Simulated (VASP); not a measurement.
Runs of VASP 6.6.1 on GaSn. It takes space group Fmmm (No. 69, orthorhombic). Conventional cell: a = 5.459 Å, b = 5.806 Å, c = 6.196 Å, α = 90.00°, β = 90.00°, γ = 90.00°. Around Ga (site symmetry mmm) lie 6 Sn at 2.73 to 3.10 Å. Sn (site symmetry mmm) is surrounded by 6 Ga at 2.73 to 3.10 Å. The cell was built by a generator and needn't be a form met in nature.

```tsv
level	potentials or basis	smearing	gap on the mesh (eV)	pressure (GPa)	relaxed volume (Å³/atom)
PW91	VASP PAW PBE potentials, release 64 (Ga_d, Sn_d)	fermi-dirac 0.05 eV	none	0.0	(a)
r2SCAN	VASP PAW PBE potentials, release 64 (Ga_d, Sn_d)	fermi-dirac 0.05 eV	none	0.0	23.53
LDA	VASP PAW LDA potentials, release 64 (Ga_d, Sn_d)	fermi-dirac 0.05 eV	none	0.0	(b)
AM05	VASP PAW PBE potentials, release 64 (Ga_d, Sn_d)	fermi-dirac 0.05 eV	none	0.0	23.06
optB88-vdW	VASP PAW PBE potentials, release 64 (Ga_d, Sn_d)	fermi-dirac 0.05 eV	none	0.0	24.53
PBE	VASP PAW PBE potentials, release 64 (Ga_d, Sn_d)	fermi-dirac 0.05 eV	none	0.0	24.49
PBE	VASP PAW PBE potentials, release 64 (Ga_d, Sn_d)	methfessel-paxton 0.2 eV	none	0.0	24.48
BLYP	VASP PAW PBE potentials, release 64 (Ga_d, Sn_d)	fermi-dirac 0.05 eV	none	-0.1	(c)
```

Alike in all rows: task relaxation of cell and atoms; no spin polarisation; cell relaxed; k mesh 8 × 8 × 8; cutoff (eV) 600.

Problem. Estimate the missing entries.

Solution. (a) 24.50; (b) 22.42; (c) 26.98.

Caveats: the PAW data sets were made with another functional, which shifts forces and pressure a little (some runs).

A k mesh can miss the band edges, and the runs leave out spin-orbit coupling on Ga, Sn.

A gap of «none» marks a metal or a gap under the smearing width.

Not every run made on this cell is shown here.
